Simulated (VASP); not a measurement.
An input for Quantum ESPRESSO's pw.x (written as the equivalent of a VASP run, and not itself run):

```
&CONTROL
  calculation = 'scf'
  pseudo_dir = './pseudo'
  outdir = './out'
  tprnfor = .true.
  tstress = .true.
/
&SYSTEM
  ibrav = 0
  nat = 2
  ntyp = 1
  ecutwfc = 60.3
  occupations = 'smearing'
  smearing = 'methfessel-paxton'
  degauss = 0.00735
  input_dft = 'pbe'
/
&ELECTRONS
  conv_thr = 7.3e-08
  electron_maxstep = 100
/
ATOMIC_SPECIES
  Tl 204.380 Tl.upf
CELL_PARAMETERS angstrom
     1.7300000   -2.9964480    0.0000000
     1.7300000    2.9964480    0.0000000
     0.0000000    0.0000000    5.5200000
ATOMIC_POSITIONS crystal
  Tl   0.3333330  0.6666670  0.2500000
  Tl   0.6666670  0.3333330  0.7500000
K_POINTS automatic
  9 9 5 0 0 0
```

**Question.** Write the VASP files for the same calculation (PBE).

**Answer.** This is not unique; one that fits is 
POSCAR:
```
Tl
1
    1.7300000000    -2.9964480000     0.0000000000
    1.7300000000     2.9964480000     0.0000000000
    0.0000000000     0.0000000000     5.5200000000
Tl
2
Direct
  0.3333330000   0.6666670000   0.2500000000
  0.6666670000   0.3333330000   0.7500000000
```

**KPOINTS**
```
Automatic mesh
0
Gamma
9 9 5
0 0 0
```

INCAR:
```
# general
SYSTEM  = Tl
PREC    = Accurate
ENCUT   = 400   # plane-wave cut-off (eV)
LREAL   = .False.   # projection in real space or not
LASPH   = .True.

# electronic loop
EDIFF   = 1E-6
NELM    = 100   # most electronic steps
ALGO    = Normal
LMAXMIX = 4

# smearing
ISMEAR  = 1
SIGMA   = 0.1   # width (eV)

# functional
GGA     = PE   # PBE

# ions
ISIF    = 2

# output
LWAVE   = .False.
LCHARG  = .False.
```

POTCAR, in this order: Tl_d (PBE.64 set). Program: vasp_std.

What does not carry over: the potentials are each code's own (VASP's PAW set, PseudoDojo norm-conserving files in pw.x), so ENCUT and ecutwfc are chosen apart and not converted; conv_thr bounds pw.x's estimated SCF error, while EDIFF bounds the energy change between steps.

The compound is Tl in the hcp structure. The cell was not relaxed at this level.
